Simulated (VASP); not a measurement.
Given:

```
CELL_PARAMETERS angstrom
      1.76811    -3.06246     0.00000
      1.76811     3.06246     0.00000
      0.00000     0.00000     6.59743
ATOMIC_POSITIONS crystal
  Pt 0.00000 0.00000 0.00000
  S  0.33333 0.66667 0.18312
  S  0.66667 0.33333 0.81688
```

Computed with AM05 GGA, VASP's PBE PAW potentials (set 64) (plane waves; VASP). Numerical set-up: 520 eV cut-off, 8×8×4 Γ-centred mesh, tetrahedra with Blöchl corrections, potentials Pt S.

Without a dispersion term in the relaxation, distances and binding between the weakly bound layers, chains or molecules are unreliable, and so is what depends on them.

**Question.** Estimate the energy per atom (σ→0).

**Answer.** 
The energy per atom (σ→0) is -522.8 kJ/mol of atoms.

Total energies compare only between runs with the same potentials, cut-off and functional.

The compound is PtS2 in the 1T layered structure. It was relaxed first, which changed the volume by +31 %.
